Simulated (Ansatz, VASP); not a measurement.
# Re (linear Re chain, spacing 2.395 A) in two plane-wave programs

Wanted: the spread between two codes on one cell, functional and k mesh. The cell is taken from a series of runs on this material, whose earlier steps may have relaxed, scaled, displaced or heated it; both programs get it as it stands.

Method: plane waves, with VASP 6.6.1 beside it; single point at LDA, in Ansatz 0.2.0.

### Step 1. The starting structure

The cell holds 2 atoms: 2 Re. Its edges and angles: a = 12.000 Å, b = 12.000 Å, c = 4.790 Å, α = 90.0°, β = 90.0°, γ = 90.0°. It derives from Re. As first built, before any earlier steps moved the atoms (in the runner's words): model lattice. Vacuum lies along a and b. The structure's axis is c.

### Step 2. Ansatz: single point, LDA

Ansatz runs on its default PAW (the set named soft_2) files.

With cell and atoms fixed, the geometry can't cause a difference; cores, projectors, grids and the points listed under the comparison can.

File input.yaml:

```yaml
crystal:
  lattice:
    - [12.0, 0.0, 0.0]
    - [0.0, 12.0, 0.0]
    - [0.0, 0.0, 4.79]
  atoms:
    - { symbol: Re, position: [0.5, 0.5, 0.0], spin: 1.0 }
    - { symbol: Re, position: [0.5, 0.5, 0.5], spin: 1.0 }
magnetization:
  spin_polarized: true
kpoints:
  mp_grid: { grid: [1, 1, 6] }
hamiltonian:
  xc: lda
scf:
  occupations: { method: fermi_dirac, width: 0.1 }
  max_iter: 120
  convergence: { dr2_threshold: 1.0e-08 }
```

Command:

```sh
$ ansatz run input.yaml --threads 4 --pin off --max-ram 16384MiB --backend cpu --events-out ev --progress --plain --runs-dir out
```

Numbers of over 12 decimals in the logs are rounded to 6 here.

Output:

```text
Engine: ansatz 0.2.0, aarch64-unknown-linux-gnu
Pseudopotentials: kind: paw
Pseudopotential: Re, paw, valence charge 15, recommended cutoff 420 eV (normal), Re.paw.azcp
Functional definition: SPW92
  exchange = slater_x
  correlation = pw_c
Crystal: 2 atoms, lattice volume = 689.760 Å³
Basis set: ecut = 420 eV, 13425 PW (Γ)
Bands: 20, of which v1, the nominal top of the filled ones, is band 15 counted from 1 (14 counted from 0)
Symmetry: 32 space group operations
Space group: P4/mmm (ITA 123), of the structure as read, at distance tolerance 8.8e-5 Å
Magnetic group: BNS 123.339 (UNI 999), of the structure as read, at distance tolerance 8.8e-5 Å
k-points: 4 of 6
Non-local potential: Re, projectors of the file, l = 0: 3, l = 1: 2, l = 2: 2, l = 3: 1
PAW form: soft (Blöchl's): semilocal exchange-correlation on the pseudo side does not see the compensation charge
PAW frozen core: Re, regenerated for the run's functional, and the local potential with it (the file was generated under x = pbe(κ = 0.804, μ = 0.219515), c = pbe(β = 0.066725))
PAW one-centre angular grid: Re, 590 points (default); XC on 64 Gauss nodes
Initial density: superposition of atomic densities (neutral atoms: chi_scale 0, normalization atom)
Starting moments: Σ|m| = 2 μB on 2 of 2 sites
Initial wavefunctions: pseudopotential atomic-orbital guess
Functional: x = slater, c = lda
SCF iter   1: F=—  HF=-21202.592024 eV  |F-HF|=—  |Δ(HF+E_count)|=         —  Δρ=9.05e-3 (↑6.88e-3 ↓9.05e-3)  dr2=1.19e0  dr2_m=2.19e-1  M=0.780 μB ∫|m|=0.780 μB  β_m=0.30  ethr=3.10e-3  ⟨swp⟩=6.2  Hψ=1644  notcnv=0
Mixer restart at iter 1: flushing history
automatic band count: the SCF goes on with 24 bands, as 20 were too few: the levels above may hold too much charge
preconditioner: auto → Resta (q_TF=auto, 1.618 Å⁻¹)  ε∞=2.2  [insulator: Δε(μ)=0.232 eV  Ē_g=4.837 eV  σ=0.100 eV  W_gap=0.51  n_scr=46 (ndim 8)  ℏωp=5.3 eV  f_vac=0.815  D(μ)=5.63/eV (n_scr^D=20)  ε∞_Penn≈2.2  vacuum switching on, ρ_ref=1.7e-3 e/Å³]
spin=Collinear: Resta preconditioning applied to the charge; magnetization (m = ρ↑ − ρ↓) channel mixes plain (no charge-response kernel on spin).
SCF iter   2: F=—  HF=-21202.612554 eV  |F-HF|=—  |Δ(HF+E_count)|=   2.05e-2  Δρ=6.51e-3 (↑5.08e-3 ↓6.51e-3)  dr2=5.20e-1  dr2_m=1.34e-1  M=0.639 μB ∫|m|=0.639 μB  β_m=0.62  ethr=3.10e-3  ⟨swp⟩=2.0  Hψ=277  notcnv=0
preconditioner: auto → LDOS  [metal: Δε(μ)=0.150 eV  Ē_g=4.742 eV  σ=0.100 eV  W_gap=0.34  n_scr=46 (ndim 8)  ℏωp=5.3 eV  f_vac=0.814  D(μ)=5.39/eV (n_scr^D=20)]
spin=Collinear: LDOS preconditioning applied to the charge; magnetization (m = ρ↑ − ρ↓) channel mixes plain (no charge-response kernel on spin).
SCF iter   3: F=—  HF=-21202.693135 eV  |F-HF|=—  |Δ(HF+E_count)|=   8.06e-2  Δρ=1.21e-3 (↑9.64e-4 ↓1.21e-3)  dr2=3.68e-3  dr2_m=6.36e-3  M=0.290 μB ∫|m|=0.290 μB  β_m=0.80  ethr=1.73e-3  ⟨swp⟩=2.9  Hψ=372  notcnv=0  defer=4
SCF iter   4: F=—  HF=-21202.696956 eV  |F-HF|=—  |Δ(HF+E_count)|=   3.82e-3  Δρ=5.13e-4 (↑4.89e-4 ↓5.13e-4)  dr2=2.87e-4  dr2_m=1.52e-3  M=0.152 μB ∫|m|=0.153 μB  β_m=0.90  ethr=1.23e-5  ⟨swp⟩=2.1  Hψ=375  notcnv=0  defer=3
SCF iter   5: F=—  HF=-21202.697756 eV  |F-HF|=—  |Δ(HF+E_count)|=   8.00e-4  Δρ=1.77e-4 (↑1.63e-4 ↓1.77e-4)  dr2=1.41e-5  dr2_m=1.80e-4  M=0.056 μB ∫|m|=0.056 μB  β_m=0.95  ethr=9.57e-7  ⟨swp⟩=2.0  Hψ=347  notcnv=0  defer=4
SCF iter   6: F=—  HF=-21202.697935 eV  |F-HF|=—  |Δ(HF+E_count)|=   1.80e-4  Δρ=1.43e-5 (↑1.43e-5 ↓1.29e-5)  dr2=3.11e-6  dr2_m=2.19e-7  M=0.002 μB ∫|m|=0.002 μB  β_m=0.97  ethr=4.70e-8  ⟨swp⟩=3.0  Hψ=378  notcnv=0  defer=3
SCF iter   7: F=—  HF=-21202.697943 eV  |F-HF|=—  |Δ(HF+E_count)|=   7.46e-6  Δρ=1.83e-6 (↑1.63e-6 ↓1.83e-6)  dr2=9.20e-8  dr2_m=3.94e-9  M=-0.000 μB ∫|m|=0.000 μB  β_m=0.99  ethr=1.04e-8  ⟨swp⟩=2.1  Hψ=260  notcnv=0  defer=3
SCF iter   8: F=—  HF=-21202.697943 eV  |F-HF|=—  |Δ(HF+E_count)|=   1.69e-7  Δρ=4.97e-7 (↑3.33e-7 ↓4.97e-7)  dr2=8.29e-9  dr2_m=1.16e-10  M=-0.000 μB ∫|m|=0.000 μB  β_m=0.99  ethr=3.07e-10  ⟨swp⟩=2.2  Hψ=250  notcnv=0  defer=3
SCF iter   9: F=-21202.697943 eV  HF=-21202.697943 eV  |F-HF|=4.04e-10  |Δ(HF+E_count)|=   4.95e-9  Δρ=2.24e-7 (↑2.21e-7 ↓2.24e-7)  dr2=1.06e-9  dr2_m=1.11e-12  M=0.000 μB ∫|m|=0.000 μB  ethr=2.76e-11  ⟨swp⟩=1.0  Hψ=597  notcnv=0
SCF 1 converged in 9 iterations: F = -21202.697943 eV  dr2 = 1.06e-9
  greatest PAW one-centre occupation: 0.999 electrons in one spin orbital (limit 2), on the Re atom at site 1 (counted from 0), in its partial waves of l = 0
Bands: 24, of which v1, the nominal top of the filled ones, is band 15 counted from 1 (14 counted from 0)
Symmetry: 16 space group operations
Initial density: read from a saved state, or passed on in memory by an earlier SCF of this step, an earlier step, the calling program or the single point that the run made first
Starting moments: Σ|m| = 2 μB on 2 of 2 sites; this step starts from the density that it was given
[...]
SCF 3 converged in 2 iterations: F = -21202.960711 eV  dr2 = 1.13e-9
Starting moments: Σ|m| = 10 μB on 2 of 2 sites
[...]
preconditioner: auto → Resta (q_TF=auto, 1.618 Å⁻¹)  ε∞=1.9  [insulator: Δε(μ)=0.384 eV  Ē_g=5.433 eV  σ=0.100 eV  W_gap=0.74  n_scr=46 (ndim 8)  ℏωp=5.3 eV  f_vac=0.815  D(μ)=2.06/eV (n_scr^D=4)  ε∞_Penn≈1.9  vacuum switching on, ρ_ref=2.1e-3 e/Å³]
spin=Collinear: Resta preconditioning applied to the charge; magnetization (m = ρ↑ − ρ↓) channel mixes plain (no charge-response kernel on spin).
[...]
spin-set hold released at iteration 7 (site moments contracting): the magnetisation degrees of freedom join the quasi-Newton model from the next iteration; the mixer history was flushed
[...]
SCF iter  14: F=—  HF=-21202.659964 eV  |F-HF|=—  |Δ(HF+E_count)|=   3.07e-2  Δρ=1.58e-3 (↑1.58e-3 ↓1.58e-3)  dr2=1.81e-3  dr2_m=1.48e-2  M=0.979 μB ∫|m|=0.979 μB  β_m=0.92  ethr=7.70e-7  ⟨swp⟩=3.1  Hψ=379  notcnv=0  defer=4
SCF iter  15: F=—  HF=-21202.697982 eV  |F-HF|=—  |Δ(HF+E_count)|=   3.80e-2  Δρ=5.96e-4 (↑5.96e-4 ↓3.89e-4)  dr2=2.17e-3  dr2_m=8.42e-4  M=-0.032 μB ∫|m|=0.034 μB  β_m=0.96  ethr=7.70e-7  ⟨swp⟩=4.4  Hψ=514  notcnv=0  defer=4
SCF iter  16: F=—  HF=-21202.696439 eV  |F-HF|=—  |Δ(HF+E_count)|=   1.54e-3  Δρ=6.22e-4 (↑6.22e-4 ↓4.50e-4)  dr2=7.20e-4  dr2_m=1.54e-3  M=-0.150 μB ∫|m|=0.150 μB  β_m=0.98  ethr=7.70e-7  ⟨swp⟩=2.2  Hψ=339  notcnv=0  defer=4
SCF iter  17: F=—  HF=-21202.697840 eV  |F-HF|=—  |Δ(HF+E_count)|=   1.40e-3  Δρ=2.52e-4 (↑2.52e-4 ↓1.27e-4)  dr2=5.00e-4  dr2_m=9.93e-5  M=-0.026 μB ∫|m|=0.026 μB  β_m=0.79  ethr=7.70e-7  ⟨swp⟩=2.0  Hψ=319  notcnv=0  defer=4
SCF iter  18: F=—  HF=-21202.697765 eV  |F-HF|=—  |Δ(HF+E_count)|=   7.52e-5  Δρ=1.90e-4 (↑1.90e-4 ↓1.04e-4)  dr2=2.45e-4  dr2_m=6.67e-5  M=-0.026 μB ∫|m|=0.026 μB  β_m=0.90  ethr=7.70e-7  ⟨swp⟩=1.5  Hψ=206  notcnv=0  defer=4
SCF iter  19: F=—  HF=-21202.697732 eV  |F-HF|=—  |Δ(HF+E_count)|=   3.31e-5  Δρ=3.27e-5 (↑2.39e-5 ↓3.27e-5)  dr2=9.20e-7  dr2_m=4.69e-6  M=0.009 μB ∫|m|=0.009 μB  β_m=0.93  ethr=7.70e-7  ⟨swp⟩=2.4  Hψ=328  notcnv=0  defer=4
SCF iter  20: F=—  HF=-21202.697943 eV  |F-HF|=—  |Δ(HF+E_count)|=   2.11e-4  Δρ=5.58e-6 (↑5.58e-6 ↓5.28e-6)  dr2=2.90e-8  dr2_m=1.76e-7  M=-0.002 μB ∫|m|=0.002 μB  β_m=0.88  ethr=3.07e-9  ⟨swp⟩=2.5  Hψ=348  notcnv=0  defer=4
iter 21 did not close the SCF: its close was put off for a magnetic moment that had not settled (scf_convergence_deferred on its scf_iter line)
SCF iter  21: F=-21202.697943 eV  HF=-21202.697943 eV  |F-HF|=1.06e-10  |Δ(HF+E_count)|=   2.43e-7  Δρ=1.66e-7 (↑1.47e-7 ↓1.66e-7)  dr2=3.07e-10  dr2_m=9.23e-11  M=-0.000 μB ∫|m|=0.000 μB  β_m=0.94  ethr=3.33e-11  ⟨swp⟩=1.0  Hψ=565  notcnv=0
SCF iter  22: F=-21202.697943 eV  HF=-21202.697943 eV  |F-HF|=7.28e-12  |Δ(HF+E_count)|=  1.06e-10  Δρ=1.99e-8 (↑1.99e-8 ↓1.01e-8)  dr2=2.93e-12  dr2_m=9.96e-13  M=-0.000 μB ∫|m|=0.000 μB  ethr=1.02e-12  ⟨swp⟩=1.0  Hψ=526  notcnv=0
SCF 4 converged in 22 iterations: F = -21202.697943 eV  dr2 = 2.93e-12
WARN: the starting moments were not kept: 1 of 2 ended reversed and 1 kept their direction, counting a site from 0.1 of the cell's largest site moment. The largest reversed, site 1 (counted from 0, in the order of the report's site_moments_mub), started with +1.0 μB and closes at -1.3e0 μB in its sphere. The net magnetisation is 1.2e-6 μB in size, at most 0.1 of the 2 μB that the starting moments add up to as vectors [...]
SCF converged after 2 iterations
Magnetization: -0.0000 μB (15.0000 up, 15.0000 down)
Absolute magnetization: 4.2064 μB (∫|ρ↑−ρ↓|, with the PAW one-centre terms)
Spin contamination: 1.3784 ħ² per cell (⟨S²⟩ above its minimum at these occupations)
Per-site moments (μB) at R_I (Å): [(1.338447, 0.9879375), (-1.338447, 0.9879375)]
Free energy (F): -21202.960711 eV
Harris-Foulkes:  -21202.960711 eV  (|F-HF|=8.80e-10)
Internal energy: -21202.800348 eV  (E = F + TS)
E sigma→0 (E₀):  -21202.880530 eV
Entropy (-TS):   -0.160364 eV (-80.182 meV/atom)
Fermi energy:    -3.658294 eV
--- Per-component energies (eV) ---
  E_band       = -959.670383
  E_kinetic    = 1067.440968
  E_local      = -9341.636220  (includes V_loc(G=0)·N_el)
  E_nonlocal   = 122.240327
  E_hartree    = 4042.260408
  E_xc         = -787.254047
  E_vxc        = -591.089796  (∫ρ·V_xc dr)
  E_paw        = -16807.179817  (= ΣΔE_a)
  E_vpaw       = -301.143119  (= ΣTr[D̂ρ^β])
  E_aug_tail   = -0.000160  (compensation charges beyond the density's cutoff)
  E_ewald      = 500.690042
  E_core_change = 0.638152  (= ΣΔE_core)
  E_smearing   = -0.160364  (= −TS)
  E_closure    = 0.000000  (closes the sum)
  Σ components = -21202.960711   (vs F -21202.960711, Δ=0.00e0)
--- Band table (eV; the first three rows and the last of 8) ---
  k-point 0 ↑: bands = [... 11 lower, -5.9694, -5.1102, -5.1102, -2.9319, -2.9318, -2.4977, -1.7573, -1.7573, ... 5 higher]
  k-point 1 ↑: bands = [... 11 lower, -5.8267, -5.0445, -5.0445, -3.0376, -3.0376, -2.8748, -2.2911, -2.2911, ... 5 higher]
  k-point 2 ↑: bands = [... 11 lower, -5.4243, -4.8900, -4.8900, -3.6889, -3.5178, -3.5178, -3.2704, -3.2704, ... 5 higher]
  k-point 3 ↓: bands = [... 11 lower, -4.8694, -4.7950, -4.7950, -4.7239, -4.5929, -4.5929, -3.8124, -3.4038, ... 5 higher]
```

The column dr2 measures how far the density is from self-consistency, as an energy; F and HF (Harris–Foulkes) agree once it is small.

### Step 3. VASP: single point, LDA

The same cell, functional (in two slightly different forms), mesh and smearing now go to VASP, with its own data sets and cutoff.

Lines of VASP's logs that name or quote its potential files are left out, and so is its time.

File INCAR:

```
SYSTEM = Re
PREC = Accurate
ENCUT = 400
EDIFF = 1E-06
NELM = 100
ISMEAR = -1
SIGMA = 0.1
LREAL = .FALSE.
ALGO = Normal
GGA = CA
NBANDS = 14
ISPIN = 2
MAGMOM = 1.34 -1.34
LASPH = .TRUE.
LMAXMIX = 4
LORBIT = 11
LWAVE = .FALSE.
LCHARG = .FALSE.
NCORE = 2
ISIF = 0
```

File POSCAR:

```
Re
1.0
   12.0000000000      0.0000000000      0.0000000000
    0.0000000000     12.0000000000      0.0000000000
    0.0000000000      0.0000000000      4.7900000000
Re
2
Direct
    0.5000000000      0.5000000000      0.0000000000
    0.5000000000      0.5000000000      0.5000000000
```

File KPOINTS:

```
Automatic mesh
0
Gamma
1 1 6
0 0 0
```

The projector-augmented-wave data sets are Re (LDA family, release 64).

Command:

```sh
$ mpirun -np 2 vasp_std
```

Output:

```text
[banner, memory and clock lines left out]
running    2 mpi-ranks, on    1 nodes
 distrk:  each k-point on    2 cores,    1 groups
 distr:  one band on    2 cores,    1 groups

 POSCAR found type information on POSCAR Re
 POSCAR found :  1 types and       2 ions
 LDA part: xc-table for (Slater(with rela. corr.)+CA(PZ))
 , standard interpolation
 POSCAR, INCAR and KPOINTS ok, starting setup
 FFT: planning ... GRIDC
 FFT: planning ... GRID_SOFT
 FFT: planning ... GRID
 WAVECAR not read
 entering main loop
       N       E                     dE             d eps       ncg     rms          rms(c)
DAV:   1     0.802748621764E+02    0.80275E+02   -0.23413E+03   224   0.480E+02
DAV:   2     0.175721816986E+02   -0.62703E+02   -0.54314E+02   448   0.179E+02
DAV:   3    -0.132935461732E+02   -0.30866E+02   -0.26793E+02   440   0.908E+01
DAV:   4    -0.157426354412E+02   -0.24491E+01   -0.20996E+01   386   0.346E+01
DAV:   5    -0.158434293257E+02   -0.10079E+00   -0.96552E-01   378   0.743E+00    0.182E+01
DAV:   6    -0.153342314735E+02    0.50920E+00   -0.10367E+00   402   0.102E+01    0.752E+00
DAV:   7    -0.152450974780E+02    0.89134E-01   -0.43001E-01   424   0.457E+00    0.144E+00
DAV:   8    -0.152449932119E+02    0.10427E-03   -0.41468E-02   416   0.115E+00    0.641E-01
DAV:   9    -0.152449903909E+02    0.28210E-05   -0.17586E-02   394   0.733E-01    0.209E-01
DAV:  10    -0.152450664126E+02   -0.76022E-04   -0.11367E-03   416   0.238E-01    0.102E-01
DAV:  11    -0.152450549494E+02    0.11463E-04   -0.34587E-04   410   0.952E-02    0.535E-02
DAV:  12    -0.152450469606E+02    0.79888E-05   -0.10065E-04   352   0.502E-02    0.142E-02
DAV:  13    -0.152450810614E+02   -0.34101E-04   -0.14455E-05   362   0.249E-02    0.128E-02
DAV:  14    -0.152451691359E+02   -0.88075E-04   -0.18968E-05   304   0.215E-02    0.631E-03
[...]
DAV:  19    -0.152454228701E+02   -0.11589E-04   -0.17739E-06   316   0.521E-03    0.172E-03
DAV:  20    -0.152454318169E+02   -0.89467E-05   -0.23122E-07   226   0.271E-03    0.116E-03
DAV:  21    -0.152454369020E+02   -0.50852E-05   -0.10755E-07   232   0.443E-03    0.864E-04
DAV:  22    -0.152454393171E+02   -0.24151E-05   -0.60112E-08   208   0.297E-03    0.474E-04
DAV:  23    -0.152454439788E+02   -0.46618E-05   -0.14590E-07   208   0.354E-03    0.745E-04
DAV:  24    -0.152454466477E+02   -0.26689E-05   -0.16077E-07   196   0.467E-03    0.829E-04
DAV:  25    -0.152454479079E+02   -0.12602E-05   -0.16137E-07   196   0.461E-03    0.579E-04
DAV:  26    -0.152454482722E+02   -0.36434E-06   -0.12920E-07   196   0.453E-03
   1 F= -.15245448E+02 E0= -.15161641E+02  d E =-.167615E+00  mag=     0.0000
```

[end of part 1 of 2]

[Lines on the potential files, build, host, timing and source positions are cut from VASP's logs without a mark.]

[Logs are printed without paths, hosts, clocks, repeated set-up lines and the standing remarks that a program may print on its own settings, such as how far it seeks lower states.]

[Hosts, paths, dates, database ids (printed as entryN), source tags and the programs' standing remarks are cut or masked in the printed files.]
